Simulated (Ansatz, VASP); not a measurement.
# Zr2SNO (Zr2NOS MXene, 1 layer): VASP beside Ansatz

Wanted: the spread between two codes on one cell, functional and k mesh. The structure shown is the start of the Ansatz relaxation below; VASP solves that cell, so the two are compared at the walk's first step.

Program: Ansatz 0.2.0. Level of theory: plane waves, with VASP 6.6.1 beside it; single point at PBE. Results are calculated unless marked as measured.

## (1) The structure

The cell holds 5 atoms: 1 S, 2 Zr, 1 N and 1 O. Cell: a = 3.217 Å, b = 3.218 Å, c = 21.637 Å, α = 90.0°, β = 90.0°, γ = 120.0°. Vacuum lies along c.

## (2) Ansatz: relaxation, PBE

Ansatz runs on its default PAW (the set named soft_2) files.

The two programs are compared at the cell with which this relaxation starts, whose forces are those of its first step.

Contents of input.yaml:

```yaml
crystal:
  lattice:
    - [3.2175, 0.0, 0.0]
    - [-1.60875, 2.7864367367, 0.0]
    - [0.0, 0.0, 21.6365260458]
  atoms:
    - { symbol: S, position: [0.3333333333, 0.6666666667, 0.3697451237] }
    - { symbol: Zr, position: [0.6666666667, 0.3333333333, 0.4554652131] }
    - { symbol: "N", position: [0.0, 0.0, 0.5141409809] }
    - { symbol: Zr, position: [0.3333333333, 0.6666666667, 0.5728167488] }
    - { symbol: O, position: [0.6666666667, 0.3333333333, 0.6302548763] }
kpoints:
  mp_grid: { grid: [12, 12, 1] }
hamiltonian:
  xc: pbe
scf:
  occupations: { method: fermi_dirac, width: 0.05 }
  convergence: { dr2_threshold: 1.0e-08 }
efield:
  axis: 3
  dipole_correction: true
  ramp_position: 0.97
  ramp_width: 0.04
relax:
  f_tol: 0.01
  cell: { fix: [c, alpha, beta] }
output:
  write_potential: true
  write_density: true
  volumetric_format: npy
```

Started as:

```console
$ ansatz run input.yaml --threads 4 --pin off --max-ram 8192MiB --backend cpu --events-out ev --progress --plain --runs-dir out
```

Numbers of over 12 decimals in the logs are rounded to 6 here.

What it wrote:

```text
Warning: relax.cell: scf.convergence.dr2_threshold = 1e-8 eV is looser than the 5e-10 eV advised for a relaxation that steers and ends on the stress (1e-10 eV for each atom of the cell: 5). What an SCF threshold leaves in a stress goes as its square root, and in the free energy as the threshold itself, and one threshold admits the most on a small cell: [figures from the program's tests cut] Set scf.convergence.dr2_threshold to 5e-10 eV or tighter. The threshold is an SCF's pass mark: one that does not reach it within its budget of iterations ends unconverged, or closes short of it on a stop that the run arms, and scf.convergence.dr2_threshold's page says what that costs each kind of run
Engine: ansatz 0.2.0, aarch64-unknown-linux-gnu
Pseudopotentials: kind: paw
Pseudopotential: S, paw, valence charge 6, recommended cutoff 420 eV (normal), S.paw.azcp
Pseudopotential: Zr, paw, valence charge 12, recommended cutoff 420 eV (normal), Zr.paw.azcp
Pseudopotential: N, paw, valence charge 5, recommended cutoff 420 eV (normal), N.paw.azcp
Pseudopotential: O, paw, valence charge 6, recommended cutoff 420 eV (normal), O.paw.azcp
Functional definition: PBE
  parameter kappa = 0.804
  parameter beta = 0.066725
  exchange = pbe_x(kappa = kappa, mu = beta*pi^2/3)
  correlation = pbe_c(beta = beta)
Crystal: 5 atoms, lattice volume = 193.979 Å³
Basis set: ecut = 420 eV, 3841 PW (Γ), exchange–correlation on 48×48×300 points (8 copies of the dense FFT grid, shifted against one another)
Bands: 26, of which v1, the nominal top of the filled ones, is band 21 counted from 1 (20 counted from 0)
Symmetry: 6 space group operations
Space group: P3m1 (ITA 156), of the structure as read, at distance tolerance 5.8e-5 Å
k-points: 19 of 144 (time reversal used)
Non-local potential: S, projectors of the file, l = 0: 2, l = 1: 2, l = 2: 2
Non-local potential: Zr, projectors of the file, l = 0: 3, l = 1: 2, l = 2: 2, l = 3: 2
Non-local potential: N, projectors of the file, l = 0: 2, l = 1: 2, l = 2: 1
Non-local potential: O, projectors of the file, l = 0: 2, l = 1: 2, l = 2: 1
PAW form: soft (Blöchl's): semilocal exchange-correlation on the pseudo side does not see the compensation charge
PAW one-centre angular grid: S, 110 points (default); XC on 64 Gauss nodes
PAW one-centre angular grid: Zr, 590 points (default); XC on 64 Gauss nodes
PAW one-centre angular grid: N, 110 points (default); XC on 64 Gauss nodes
PAW one-centre angular grid: O, 110 points (default); XC on 64 Gauss nodes
Initial density: superposition of atomic densities (neutral atoms: chi_scale 0, normalization atom), corrected by the library's trained network
Initial wavefunctions: pseudopotential atomic-orbital guess
Functional: x = pbe(κ = 0.804, μ = 0.219515), c = pbe(β = 0.066725)
SCF iter   1: F=—  HF=-10227.886742 eV  |F-HF|=—  |Δ(HF+E_count)|=         —  Δρ=3.78e-3  dr2=2.06e-1  ethr=1.77e-3  p=-0.025 e·Å  D=-2.35e-2 V/Å  ΔV_dip=0.51 eV  dr2_dipole=7.62e-2  V_vac-E_F(+/−)=6.88/6.37 eV  ⟨swp⟩=8.4  Hψ=2697  notcnv=0
efield: sawtooth ramp at fractional position 0.9700 (set: `efield.ramp_position`, or a place that a band, a saddle search or an elastic batch's reference lends), width 0.0400; the density the first Hamiltonian is built on has a dipole p = -0.025 e·Å; the dipole correction subtracts the counter field D = -2.35e-2 V/Å, which shifts the + side's vacuum level by +0.51 eV against the − side's; the planar-averaged density in the ramp window peaks in size at 3.1e-5 e/Å³
preconditioner: auto → LDOS  [metal: Δε(μ)=0.096 eV  Ē_g=8.892 eV  σ=0.050 eV  W_gap=0.42  n_scr=14 (ndim 8)  ℏωp=13.3 eV  f_vac=0.604  D(μ)=2.38/eV (n_scr^D=10)  β→1.0]
SCF iter   2: F=—  HF=-10227.874548 eV  |F-HF|=—  |Δ(HF+E_count)|=   1.22e-2  Δρ=1.85e-3  dr2=2.99e-2  ethr=5.01e-4  p=-0.045 e·Å  D=-4.22e-2 V/Å  ΔV_dip=0.91 eV  dr2_dipole=7.48e-3  V_vac-E_F(+/−)=7.01/6.09 eV  ⟨swp⟩=2.0  Hψ=726  notcnv=0  defer=4
SCF iter   3: F=—  HF=-10227.873728 eV  |F-HF|=—  |Δ(HF+E_count)|=   8.20e-4  Δρ=1.65e-3  dr2=7.52e-3  ethr=7.28e-5  p=-0.049 e·Å  D=-4.55e-2 V/Å  ΔV_dip=0.99 eV  dr2_dipole=1.20e-3  V_vac-E_F(+/−)=7.08/6.09 eV  ⟨swp⟩=2.0  Hψ=789  notcnv=0  defer=11
SCF iter   4: F=—  HF=-10227.872566 eV  |F-HF|=—  |Δ(HF+E_count)|=   1.16e-3  Δρ=2.83e-4  dr2=2.65e-4  ethr=1.83e-5  p=-0.052 e·Å  D=-4.86e-2 V/Å  ΔV_dip=1.05 eV  dr2_dipole=4.16e-6  V_vac-E_F(+/−)=7.09/6.04 eV  ⟨swp⟩=2.0  Hψ=713  notcnv=0  defer=11
SCF iter   5: F=—  HF=-10227.872529 eV  |F-HF|=—  |Δ(HF+E_count)|=   3.78e-5  Δρ=7.12e-5  dr2=1.52e-5  ethr=6.46e-7  p=-0.052 e·Å  D=-4.83e-2 V/Å  ΔV_dip=1.05 eV  dr2_dipole=2.72e-6  V_vac-E_F(+/−)=7.09/6.05 eV  ⟨swp⟩=3.1  Hψ=847  notcnv=0  defer=11
[...]
SCF 9 converged in 5 iterations: F = -10228.827065 eV  dr2 = 3.08e-9
relax step   9: F+E_penalty+E_count = -10228.82706549 eV  Δ(F+E_penalty+E_count) = +9.399e-5 eV  max|allowed force component| = 4.401e-3 eV/Å  Δτ_max = 0.0022 Å  P = -0.002 GPa  Ω = 208.847 Å³  energy of the carried Pulay correction = -2.555e-4 eV  fix = [c, alpha, beta]  reactions: c -0.008 GPa  (5 SCF iters, accepted)
iter 1 solved again at ethr=3.51e-7 eV; its pass at ethr=3.10e-3 eV (dr2=1.44e-4 eV) is discarded
SCF iter   1: F=—  HF=-10228.827423 eV  |F-HF|=—  |Δ(HF+E_count)|=         —  Δρ=1.11e-5  dr2=1.86e-8  ethr=3.51e-7  p=0.062 e·Å  D=5.40e-2 V/Å  ΔV_dip=-1.17 eV  dr2_dipole=1.85e-10  V_vac-E_F(+/−)=4.49/5.66 eV  ⟨swp⟩=4.3  Hψ=4285  notcnv=0
efield: sawtooth ramp at fractional position 0.9700 (set: `efield.ramp_position`, or a place that a band, a saddle search or an elastic batch's reference lends), width 0.0400; the density the first Hamiltonian is built on has a dipole p = 0.062 e·Å; the dipole correction subtracts the counter field D = 5.40e-2 V/Å, which shifts the + side's vacuum level by -1.17 eV against the − side's; the planar-averaged density in the ramp window peaks in size at 2.2e-6 e/Å³
eigensolver tolerance schedule: the retry pair's looser diagonalisation over-reported the residual by 7721.95 of it (diagonalisation noise at 6.99 of the residual, at the tolerance the schedule requests for it); recorded, not acted on — ethr = c·dr2/N_el stays at c = 1.0e-1
preconditioner: auto → LDOS  [metal: Δε(μ)=0.032 eV  Ē_g=8.984 eV  σ=0.050 eV  W_gap=0.15  n_scr=14 (ndim 8)  ℏωp=12.8 eV  f_vac=0.621  D(μ)=2.36/eV (n_scr^D=8)  β→1.0]
SCF iter   2: F=—  HF=-10228.827338 eV  |F-HF|=—  |Δ(HF+E_count)|=   8.52e-5  Δρ=3.09e-6  dr2=1.82e-8  ethr=4.55e-11  p=0.062 e·Å  D=5.40e-2 V/Å  ΔV_dip=-1.17 eV  dr2_dipole=1.17e-10  V_vac-E_F(+/−)=4.49/5.66 eV  ⟨swp⟩=4.1  Hψ=1491  notcnv=0
SCF iter   3: F=-10228.827338 eV  HF=-10228.827337 eV  |F-HF|=7.73e-7  |Δ(HF+E_count)|=   7.73e-7  Δρ=7.00e-7  dr2=1.23e-9  ethr=2.44e-11  p=0.062 e·Å  D=5.40e-2 V/Å  ΔV_dip=-1.17 eV  dr2_dipole=3.60e-10  V_vac-E_F(+/−)=4.49/5.66 eV  ⟨swp⟩=10.9  Hψ=3935  notcnv=0
SCF 10 converged in 3 iterations: F = -10228.827338 eV  dr2 = 1.23e-9
relax step  10: F+E_penalty+E_count = -10228.82733785 eV  Δ(F+E_penalty+E_count) = -2.724e-4 eV  max|allowed force component| = 4.354e-3 eV/Å  Δτ_max = 0.0000 Å  P = -0.001 GPa  Ω = 208.847 Å³  fix = [c, alpha, beta]  reactions: c -0.008 GPa  stress off target by 2.12e-3 GPa on what of the cell is left free  SCF on the basis re-selected at this cell (its energy is not comparable with the rows above)  (3 SCF iters)
basis re-selected at this cell: Δ(F+E_penalty+E_count) = -2.724e-4 eV, ΔP = +0.001 GPa vs the last step (what re-selecting the basis moved, of the pressure what is left beyond the Pulay correction that the steps carried, after the strain that the cell walked since its last selection, with what the two solves' SCF thresholds leave and, on support functions, any second-order correction that the steps lacked; it is no m [...]
WARN: The output density's exchange-correlation potential varies sharply where the density is thin. Do not read a vacuum level from v_tot or v_xc, or from such a field of the output density. On a cell that repeats whose density bears no net charge and no dipole along the vacuum's axis use v_es (v_loc + v_h of the components); under efield.dipole_correction with no amplitude use v_es + v_field, which holds any externa [...]
SCF converged after 3 iterations
Free energy (F): -10228.827338 eV
Harris-Foulkes:  -10228.827337 eV  (|F-HF|=7.73e-7)
Internal energy: -10228.809884 eV  (E = F + TS)
E sigma→0 (E₀):  -10228.818611 eV
Entropy (-TS):   -0.017454 eV (-3.491 meV/atom)
Fermi energy:    1.173782 eV
Dipole field:    D = 0.054022 V/Å  (p = 0.062350 e·Å, saw-weighted, corrected)
Work function:   Φ+ = 4.4910 eV   Φ− = 5.6599 eV
Levels:          The Fermi level and band energies are counted from a zero that moves with the ramp; work functions are not
--- Per-component energies (eV) ---
  E_band       = -651.750961
  E_kinetic    = 1081.571324
  E_local      = -30478.471997  (includes V_loc(G=0)·N_el)
  E_nonlocal   = 276.720491
  E_hartree    = 14665.596945
  E_xc         = -557.665139
  E_vxc        = -644.204765  (∫ρ·V_xc dr)
  E_paw        = -6791.507885  (= ΣΔE_a)
  E_vpaw       = -217.607003  (= ΣTr[D̂ρ^β])
  E_aug_tail   = 0.002576  (compensation charges beyond the density's cutoff)
  E_efield     = 0.001684  (sawtooth field / dipole correction)
  E_vefield    = -0.956313  (∫n·V_field dr)
  E_ewald      = 11574.942117
  E_smearing   = -0.017454  (= −TS)
  E_closure    = 0.000000  (closes the sum)
  Σ components = -10228.827338   (vs F -10228.827338, Δ=0.00e0)
--- Forces (eV/Å), atoms counted from 1 ---
  atom   1  S      0.00000000     0.00000000    -0.00029631
  atom   2  Zr    -0.00000000     0.00000000     0.00435008
  atom   3  N      0.00000000    -0.00000000    -0.00043944
  atom   4  Zr     0.00000000    -0.00000000    -0.00332699
  atom   5  O      0.00000000    -0.00000000    -0.00030674
  max |Σ_I F_I| component: 1.94e-5 eV/Å
--- Stress (GPa, compression-positive) ---
        0.002119       0.000000       0.000000
        0.000000       0.002119      -0.000000
        0.000000      -0.000000      -0.008278
  P = ⅓ Tr σ = -0.0013 GPa (-0.013 kbar)
--- Band table (eV; the first three rows and the last of 19) ---
  k-point 0: bands = [... 17 lower, -1.3957, 0.1275, 0.1275, 1.6441, 1.6441, 1.8056, 3.2461, 3.2856, ... 1 higher]
  k-point 1: bands = [... 17 lower, -1.4000, -0.2007, -0.0299, 1.5077, 1.9006, 2.0368, 3.0689, 3.3395, ... 1 higher]
  k-point 2: bands = [... 17 lower, -1.8743, -0.6141, -0.2642, 1.1413, 2.3629, 2.4156, 3.1176, 3.6136, ... 1 higher]
  k-point 18: bands = [... 17 lower, -2.9350, -1.8834, -1.6046, 2.2154, 2.3793, 3.1586, 3.8262, 4.1617, ... 1 higher]
--- Relaxed structure (8 steps of the walk, 7 accepted, 2 SCFs on fresh bases) ---
  F+E_penalty+E_count = -10228.82733785 eV   max|allowed force component| = 4.354e-3 eV/Å   (the final SCF, on the basis selected at the relaxed cell)
  cell:  # Å, volume = 208.8472 Å³
    - [3.338530, 8.958019019834762e-18, 0]
    - [-1.669265, 2.891252, 0]
    - [0, 0, 21.6365260458]
  atoms:
    - { symbol: S, position: [0.333333, 0.666667, 0.378566] }
    - { symbol: Zr, position: [0.666667, 0.333333, 0.452750] }
    - { symbol: N, position: [-9.274284276085444e-19, 0, 0.516004] }
    - { symbol: Zr, position: [0.333333, 0.666667, 0.576002] }
    - { symbol: O, position: [0.666667, 0.333333, 0.619101] }
```

(Continued in part 2 of 2.)

[Lines on the potential files, build, host, timing and source positions are cut from VASP's logs without a mark.]

[Logs are printed without paths, hosts, clocks, repeated set-up lines and the standing remarks that a program may print on its own settings, such as how far it seeks lower states.]

[Hosts, paths, dates, database ids (printed as entryN), source tags and the programs' standing remarks are cut or masked in the printed files.]
